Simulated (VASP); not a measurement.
```xyz
2
Lattice="1.3912 -2.4096 0.0000 1.3912 2.4096 0.0000 0.0000 0.0000 4.4961" Properties=species:S:1:pos:R:3 pbc="T T T"
Re     1.3912     0.8032     1.1240
Re     1.3912    -0.8032     3.3721
```

The numbers are results of PBE GGA, VASP's PBE PAW potentials (set 64) (plane waves; VASP), not measurements. Settings: 300 eV cut-off, 14×14×7 Γ-centred mesh, Gaussian smearing of 0.10 eV, potentials Re.

At this cut-off the stress carries a Pulay error, which pulls relaxed volumes low. Unless said otherwise, spin-orbit coupling is left out, though it shifts the bands of the heavy elements here.

Q: Estimate the energy per atom (σ→0), pressure, band gap (on the k-mesh) with the smallest direct gap where there is one.

A: 
```json
{
  "band gap (on the k-mesh)": "none (metal, semimetal or under 0.01 eV)",
  "energy per atom (σ→0)": "-12.407 eV/atom",
  "pressure": "-5.28 GPa"
}
```

The absolute energy has meaning only against runs of the same code, potentials and settings.

The structure is a typed Re crystal (P6_3/mmc). The cell was not relaxed at this level.
